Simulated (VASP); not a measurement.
Input:

```
SnGe
1.0
    6.93005     0.00000     0.00000
    0.00000     3.95831     0.00000
    0.00000     0.00000     6.69952
Sn Ge
4 4
Cartesian
  3.42778   0.98958   5.06455
  6.89281   0.98958   4.98473
  3.50227   2.96873   1.63497
  0.03724   2.96873   1.71479
  5.24640   0.98958   0.59745
  1.78138   0.98958   2.75231
  1.68365   2.96873   6.10207
  5.14867   2.96873   3.94721
```

Computed with LDA (Ceperley-Alder, Perdew-Zunger), VASP's LDA PAW potentials (set 64) (plane waves; VASP). Run with 400 eV cut-off, 5×9×5 Γ-centred mesh, tetrahedra with Blöchl corrections, potentials Sn_d Ge_d.

Unless said otherwise, spin-orbit coupling is left out, though it shifts the bands of the heavy elements here.

What does the run give for the energy per atom (σ→0), band gap (on the k-mesh) with the smallest direct gap where there is one?

The band gap (on the k-mesh) is none (metal, semimetal or under 0.01 eV) and the energy per atom (σ→0) comes out as -4677 meV/atom.

Only differences to runs with the same potentials and settings are physical.

The structure was generated: SnGe was put into the MnP type (Pnma), which need not be its known phase. It was relaxed first, which changed the volume by +10 %.
